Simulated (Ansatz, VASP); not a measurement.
# Cross-check of AlNi between VASP and Ansatz, part 2 of 2

Wanted: the spread between two codes on one cell, functional and k mesh. The cell is taken from a series of runs on this material, whose earlier steps may have relaxed, scaled, displaced or heated it; both programs get it as it stands.

VASP 6.6.1 and Ansatz 0.2.0.

So far: Set-up; VASP: zone-centre phonons, PBEsol.

## Step 3: Ansatz: zone-centre phonons, PBEsol

Level of this step: Ansatz beside VASP: Kohn-Sham DFT, plane waves, PBEsol (Ansatz).

Ansatz runs on its PAW soft_1 files.

The same cell, functional, mesh and smearing now go to Ansatz, which takes its cutoff from its data sets.

The input, input.yaml:

```yaml
crystal:
  lattice:
    - [2.7758869054, 0.0, 0.0]
    - [0.0, 2.7758869054, 0.0]
    - [0.0, 0.0, 2.9900474876]
  atoms:
    - { symbol: Al, position: [0.0, 0.0, 0.0] }
    - { symbol: Ni, position: [0.5, 0.5, 0.5] }
kpoints:
  mp_grid: { grid: [16, 16, 16] }
hamiltonian:
  xc: pbesol
  pseudopotentials: { kind: paw, azcp: { folder: soft_1 }, xc_functional: pbe }
scf:
  occupations: { method: methfessel_paxton, width: 0.2 }
output:
  eigenvalues: true
phonons:
  method: dfpt
```

Command:

```sh
ansatz run input.yaml --threads 4 --pin off --max-ram 10240MiB --backend cpu --events-out ev --progress --plain --runs-dir out
```

Numbers of over 12 decimals in the logs are rounded to 6 here.

Log:

```text
zone centre: on kpoints.mp_grid the ground state, and the responses unless they are solved on pairs of k-points, stand on 729 of the mesh's 4096 k-points, reduced under 8 symmetry operations, with k and −k counted as one. Each operation leaves every solved displacement unchanged or reverses it
Engine: ansatz 0.2.0, x86_64-unknown-linux-gnu
Pseudopotentials: kind: paw
Pseudopotential: Al, paw, valence charge 3, recommended cutoff 420 eV (normal), soft_1/Al.paw.azcp
Pseudopotential: Ni, paw, valence charge 18, recommended cutoff 420 eV (normal), soft_1/Ni.paw.azcp
Functional definition: PBEsol
  exchange = pbesol_x
  correlation = pbesol_c
Crystal: 2 atoms, lattice volume = 23.040 Å³
Basis set: ecut = 420 eV, 461 PW (Γ), exchange–correlation on 40×40×40 points (8 copies of the dense FFT grid, shifted against one another)
Bands: 15, of which v1, the nominal top of the filled ones, is band 11 counted from 1 (10 counted from 0)
Symmetry: 16 space group operations
k-points: 729 of 4096 (irreducible under 8 space group operations)
Non-local potential: Al, projectors of the file, l = 0: 2, l = 1: 2, l = 2: 1
Non-local potential: Ni, projectors of the file, l = 0: 3, l = 1: 2, l = 2: 3, l = 3: 1
PAW form: soft (Blöchl's): semilocal exchange-correlation on the pseudo side does not see the compensation charge
PAW frozen core: Al, regenerated for the run's functional, and the local potential with it (the file was generated under x = pbe(κ = 0.804, μ = 0.219515), c = pbe(β = 0.066725))
PAW frozen core: Ni, regenerated for the run's functional, and the local potential with it (the file was generated under x = pbe(κ = 0.804, μ = 0.219515), c = pbe(β = 0.066725))
PAW one-centre angular grid: Al, 110 points (default); XC on 64 Gauss nodes
PAW one-centre angular grid: Ni, 590 points (default); XC on 64 Gauss nodes
Initial density: superposition of atomic densities (chi_scale 0.1, normalization cell, long waves kept (reshape's long-wave potential 0.00 eV rms))
Initial wavefunctions: pseudopotential atomic-orbital guess
Functional: x = pbesol(κ = 0.804, μ = 0.123457), c = pbesol(β = 0.046)
SCF iter   1: F=—  HF=-6331.191555 eV  |F-HF|=—  |Δ(HF+E_count)|=         —  Δρ=7.26e-2  dr2=1.27e0  ethr=3.10e-3  ⟨swp⟩=4.1  Hψ=48551  notcnv=0
preconditioner: auto → none  [metal: Δε(μ)=0.022 eV  Ē_g=10.366 eV  σ=0.200 eV  W_gap=0.09  n_scr=6 (ndim 8)  ℏωp=27.9 eV  f_vac=0.000  D(μ)=0.80/eV (n_scr^D=6)  sad-step TF]
SCF iter   2: F=—  HF=-6331.050176 eV  |F-HF|=—  |Δ(HF+E_count)|=   1.41e-1  S|Δr|=    0.00e0  Δρ=5.59e-2  dr2=7.92e-1  ethr=3.10e-3  ⟨swp⟩=2.0  Hψ=19488  notcnv=0  defer=136
SCF iter   3: F=—  HF=-6330.864777 eV  |F-HF|=—  |Δ(HF+E_count)|=   1.85e-1  S|Δr|=    0.00e0  Δρ=1.92e-2  dr2=7.92e-2  ethr=3.10e-3  ⟨swp⟩=2.0  Hψ=13876  notcnv=0  defer=136
SCF iter   4: F=—  HF=-6330.850824 eV  |F-HF|=—  |Δ(HF+E_count)|=   1.40e-2  S|Δr|=    0.00e0  Δρ=5.28e-3  dr2=3.55e-3  ethr=3.77e-4  ⟨swp⟩=2.0  Hψ=18206  notcnv=0  defer=145
SCF iter   5: F=—  HF=-6330.850593 eV  |F-HF|=—  |Δ(HF+E_count)|=   2.31e-4  S|Δr|=    0.00e0  Δρ=5.99e-4  dr2=3.84e-5  ethr=1.69e-5  ⟨swp⟩=2.4  Hψ=14934  notcnv=0  defer=142
SCF iter   6: F=—  HF=-6330.850571 eV  |F-HF|=—  |Δ(HF+E_count)|=   2.21e-5  S|Δr|=    0.00e0  Δρ=1.27e-4  dr2=1.70e-6  ethr=1.83e-7  ⟨swp⟩=2.1  Hψ=18327  notcnv=0  defer=142
SCF iter   7: F=—  HF=-6330.850576 eV  |F-HF|=—  |Δ(HF+E_count)|=   5.08e-6  S|Δr|=    0.00e0  Δρ=1.60e-5  dr2=3.29e-8  ethr=8.11e-9  ⟨swp⟩=2.5  Hψ=16975  notcnv=0  defer=142
SCF iter   8: F=—  HF=-6330.850576 eV  |F-HF|=—  |Δ(HF+E_count)|=   6.75e-9  S|Δr|=    0.00e0  Δρ=1.69e-6  dr2=4.12e-10  ethr=1.56e-10  ⟨swp⟩=2.3  Hψ=15855  notcnv=0  defer=142
SCF iter   9: F=-6330.850576 eV  HF=-6330.850576 eV  |F-HF|=9.09e-13  |Δ(HF+E_count)|=  5.00e-11  S|Δr|=    0.00e0  Δρ=9.36e-8  dr2=1.80e-12  ethr=1.00e-12  ⟨swp⟩=5.0  Hψ=51924  notcnv=0
SCF 1 converged in 9 iterations: F = -6330.850576 eV  dr2 = 1.80e-12
  greatest PAW one-centre occupation: 1.001 electrons in one spin orbital (limit 2), on the Ni atom at site 1 (counted from 0), in its partial waves of l = 1
DFPT response loops at Γ: preconditioner auto → Kerker (q_TF=auto, 2.686 Å⁻¹) (partly filled bands, converged f_vac=0.000); β = 1.00, the filter's whole step (`scf.mixing.beta` (0.50) is not read by the response loops under this deck's `scf.mixing.preconditioner`; to damp them name `kerker` or `kerker_dos`, under which they read `scf.mixing.beta`, and type it under 1.00, their step now; both keys bind the ground state too); Broyden in place of MSR1
SCF converged after 9 iterations
Stability not checked: this state was not tested for a lower state beside it, because cold or Methfessel-Paxton smearing, or corrected tetrahedra, fill the levels in a way that the test cannot read (fill_not_monotonic; see scf.lower_state_search)
Free energy (F): -6330.850576 eV
Harris-Foulkes:  -6330.850576 eV  (|F-HF|=9.09e-13)
Internal energy: -6330.849392 eV  (E = F + TS)
E sigma→0 (E₀):  -6330.850280 eV
Entropy (-TS):   -0.001184 eV (-0.592 meV/atom)
Fermi energy:    14.376520 eV
--- Per-component energies (eV) ---
  E_band       = -328.673751
  E_kinetic    = 369.838198
  E_local      = -3700.797882  (includes V_loc(G=0)·N_el)
  E_nonlocal   = -105.475410
  E_hartree    = 1944.863432
  E_xc         = -152.081113
  E_vxc        = -177.999776  (∫ρ·V_xc dr)
  E_paw        = -2080.758065  (= ΣΔE_a)
  E_vpaw       = -603.966590  (= ΣTr[D̂ρ^β])
  E_aug_tail   = 0.000934  (compensation charges beyond the density's cutoff)
  E_ewald      = -2606.655914
  E_core_change = 0.216428  (= ΣΔE_core)
  E_smearing   = -0.001184  (= −TS)
  E_closure    = -0.000000  (closes the sum)
  Σ components = -6330.850576   (vs F -6330.850576, Δ=0.00e0)
--- Band table (eV; the first three rows and the last of 729) ---
  k-point 0: bands = [... 7 lower, 12.7150, 12.7150, 12.9212, 18.2825, 20.9390, 20.9390, 22.0952, 22.9040]
  k-point 1: bands = [... 7 lower, 12.6915, 12.6915, 12.9234, 17.7053, 21.0248, 21.0248, 22.7178, 22.8981]
  k-point 2: bands = [... 7 lower, 12.6258, 12.6258, 12.9299, 16.5687, 21.2775, 21.2775, 22.8809, 23.9743]
  k-point 728: bands = [... 7 lower, 13.2545, 13.4706, 16.2026, 16.3781, 16.3781, 18.4570, 18.7580, 18.7580]
--- Phonons (Γ-DFPT): 4 representative perturbations + reference, on 729 of 4096 k-points (Σ response iterations 13) ---
  k mesh reduced under 8 symmetry operations, with k and −k counted as one. Each operation leaves every solved displacement unchanged or reverses it
  ASR residual: 2.449e-5 → 0.000e0 eV/Å²; symmetrization residual: 6.316e-7 eV/Å²
  ASR residual per site (eV/Å²): 4.15e-6 2.45e-5
  Γ frequencies (cm⁻¹): 0.00 0.00 0.00 306.97 306.97 316.40
  non-analytic LO–TO correction: not included (Born effective charges unavailable; polar crystals: no LO–TO splitting at Γ)
```

## Step 4: Comparison

Known differences besides the potentials themselves: the data sets hold 21 valence electrons in Ansatz (on its PAW soft_1 files) and 13 in VASP; the cutoff is 420 eV in Ansatz and 600 eV in VASP; Ansatz makes its cores anew for this functional, VASP keeps those of its PBE data sets. Total energies have different zeros and are not compared.

Both answers:

| quantity | Ansatz | VASP | difference |
| --- | --- | --- | --- |
| optical mode 1 to 2 (cm⁻¹) | 307.0 | 308.2 | -0.40 % |
| optical mode 3 (cm⁻¹) | 316.4 | 317.8 | -0.45 % |

Modes are paired by rising frequency, not by their patterns, so a pair may set unlike modes beside each other; they are those without the splitting of longitudinal modes.

## Step 5: What came out

```
r.m.s. difference of the optical zone-centre modes, each program's sorted by frequency (zone-centre phonons, PBEsol) : 1.3 cm⁻¹
```

**Reading.** The r.m.s. difference of the optical zone-centre modes, each program's sorted by frequency is 1.3 cm⁻¹ (zone-centre phonons, PBEsol). The data sets hold unlike numbers of valence electrons (21 in Ansatz and 13 in VASP), so part of the differences comes from the potentials. How closely two codes agree says nothing of how well the functional describes the real material.

[Lines on the potential files, build, host, timing and source positions are cut from VASP's logs without a mark.]

[Logs are printed without paths, hosts, clocks, repeated set-up lines and the standing remarks that a program may print on its own settings, such as how far it seeks lower states.]

[Hosts, paths, dates, database ids (printed as entryN), source tags and the programs' standing remarks are cut or masked in the printed files.]
